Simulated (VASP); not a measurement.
Output of a VASP run:

### OSZICAR
```
...
   4 F= -.26319760E+02 E0= -.26319760E+02  d E =-.226206E+00
       N       E                     dE             d eps       ncg     rms          rms(c)
DAV:   1    -0.311131921431E+02    0.81155E-02   -0.26660E-03   780   0.511E-01    0.751E-02
DAV:   2    -0.311130707969E+02    0.12135E-03   -0.37011E-04   804   0.161E-01    0.192E-02
DAV:   3    -0.311130694979E+02    0.12990E-05   -0.23139E-05   860   0.469E-02    0.655E-03
DAV:   4    -0.311130691815E+02    0.31638E-06   -0.88626E-07   844   0.871E-03    0.363E-03
DAV:   5    -0.311130693281E+02   -0.14665E-06   -0.14832E-07   436   0.372E-03    0.118E-03
DAV:   6    -0.311130693873E+02   -0.59167E-07   -0.19772E-08   360   0.151E-03
   5 F= -.26319695E+02 E0= -.26319695E+02  d E =-.226140E+00
       N       E                     dE             d eps       ncg     rms          rms(c)
DAV:   1    -0.311297268756E+02   -0.16658E-01   -0.59768E-02   720   0.238E+00    0.178E-01
DAV:   2    -0.311289884956E+02    0.73838E-03   -0.12226E-03   876   0.337E-01    0.805E-02
DAV:   3    -0.311288274427E+02    0.16105E-03   -0.33009E-04   848   0.162E-01    0.258E-02
DAV:   4    -0.311288054939E+02    0.21949E-04   -0.64991E-05   904   0.700E-02    0.100E-02
DAV:   5    -0.311288027542E+02    0.27396E-05   -0.13617E-05   868   0.309E-02    0.474E-03
DAV:   6    -0.311288025002E+02    0.25397E-06   -0.55922E-07   768   0.701E-03    0.238E-03
DAV:   7    -0.311288024231E+02    0.77093E-07   -0.87101E-08   368   0.270E-03
   6 F= -.26320482E+02 E0= -.26320482E+02  d E =-.787398E-03
       N       E                     dE             d eps       ncg     rms          rms(c)
DAV:   1    -0.311300383421E+02   -0.12358E-02   -0.40514E-04   720   0.196E-01    0.147E-02
DAV:   2    -0.311300331996E+02    0.51425E-05   -0.83761E-06   876   0.279E-02    0.662E-03
DAV:   3    -0.311300319792E+02    0.12203E-05   -0.22206E-06   848   0.133E-02    0.212E-03
DAV:   4    -0.311300317785E+02    0.20076E-06   -0.43559E-07   800   0.573E-03    0.820E-04
DAV:   5    -0.311300317347E+02    0.43802E-07   -0.81667E-08   360   0.252E-03
   7 F= -.26320486E+02 E0= -.26320486E+02  d E =-.791898E-03
       N       E                     dE             d eps       ncg     rms          rms(c)
DAV:   1    -0.311231243896E+02    0.69074E-02   -0.66241E-02   720   0.245E+00    0.982E-02
DAV:   2    -0.311229621438E+02    0.16225E-03   -0.87528E-04   876   0.288E-01    0.468E-02
DAV:   3    -0.311229021675E+02    0.59976E-04   -0.98059E-05   856   0.896E-02    0.152E-02
DAV:   4    -0.311228946100E+02    0.75575E-05   -0.14678E-05   876   0.335E-02    0.494E-03
DAV:   5    -0.311228941738E+02    0.43617E-06   -0.14091E-06   884   0.109E-02    0.250E-03
DAV:   6    -0.311228942046E+02   -0.30738E-07   -0.77393E-08   396   0.317E-03
   8 F= -.26321052E+02 E0= -.26321052E+02  d E =-.566092E-03
       N       E                     dE             d eps       ncg     rms          rms(c)
DAV:   1    -0.311194315217E+02    0.34627E-02   -0.14359E-02   720   0.114E+00    0.457E-02
DAV:   2    -0.311193962412E+02    0.35281E-04   -0.18890E-04   876   0.134E-01    0.218E-02
DAV:   3    -0.311193832641E+02    0.12977E-04   -0.21884E-05   856   0.423E-02    0.706E-03
DAV:   4    -0.311193816717E+02    0.15924E-05   -0.32311E-06   876   0.157E-02    0.236E-03
DAV:   5    -0.311193815907E+02    0.80958E-07   -0.31628E-07   756   0.516E-03
   9 F= -.26321126E+02 E0= -.26321126E+02  d E =-.639343E-03
```

### OUTCAR
```
------------------------ aborting loop because EDIFF is reached ----------------------------------------
  FORCE on cell =-STRESS in cart. coord.  units (eV):
  Direction    XX          YY          ZZ          XY          YZ          ZX
  --------------------------------------------------------------------------------------
  Total        4.7984663      4.7984662      4.7731013      0.0000000      0.0000000      0.0000000
  in kB      200.0087700    200.0087689    198.9515120      0.0000000      0.0000000      0.0000000
  external PRESSURE =      -0.3436497 kB  Pullay stress =     200.0000000 kB
  volume of cell :       38.44
      direct lattice vectors                 reciprocal lattice vectors
     1.517276107 -2.627999300  0.000000000     0.329537912 -0.190258803  0.000000000
     1.517276107  2.627999300 -0.000000000     0.329537912  0.190258803  0.000000000
     0.000000000  0.000000000  4.819967701     0.000000000  0.000000000  0.207470270
  FREE ENERGIE OF THE ION-ELECTRON SYSTEM (eV)
  ---------------------------------------------------
  free  energy   TOTEN  =       -31.1193815907 eV

  energy  without entropy=      -31.1193815907  energy(sigma->0) =      -31.11938159
  enthalpy is  TOTEN    =       -26.3211257442 eV   P V=        4.7982558466

 reached required accuracy - stopping structural energy minimisation
```
(Selected blocks of OUTCAR.)

File POSCAR:
```
AlN
1
    1.5566497979    -2.6961965337     0.0000000000
    1.5566497979     2.6961965337     0.0000000000
    0.0000000000     0.0000000000     4.9837267432
Al N
2 2
Direct
  0.6666670000   0.3333330000   0.5000242274
  0.3333330000   0.6666670000   0.0000242274
  0.6666670000   0.3333330000   0.8819757726
  0.3333330000   0.6666670000   0.3819757726
```

Problem. Reconstruct the remaining input files.

Solution. One answer among several that fit: the input of the run itself, PBEsol GGA, plane waves, VASP's PBE PAW potentials (set 64).

**KPOINTS**
```
Regular mesh
0
G
8 8 4
0 0 0
```

### INCAR
```
# general
SYSTEM   =  AlN
PREC     =  Accurate
ENCUT    =  600
LREAL    =  .FALSE.   # projection in real space or not
LASPH    =  .TRUE.   # aspherical one-centre terms

# electronic loop
EDIFF    =  1E-7   # SCF stop (eV)
NELM     =  100
ALGO     =  Normal   # blocked Davidson

# smearing
ISMEAR   =  0   # Gaussian
SIGMA    =  0.05   # width (eV)

# functional
GGA      =  PS   # PBEsol

# ions
IBRION   =  2   # conjugate gradients
NSW      =  40
ISIF     =  3   # ions, shape and volume
EDIFFG   =  -0.01   # ionic stop
PSTRESS  =  200

# output
LWAVE    =  .FALSE.
LCHARG   =  .FALSE.
```

POTCAR, in this order: Al N (PBE.64 set). Program: vasp_std.

Energy and stress use the plane-wave basis of the starting cell.

The compound is AlN in the wurtzite structure. This run relaxes it under an external pressure of 20 GPa. Symmetry was kept, so distortions that lower it aren't found.
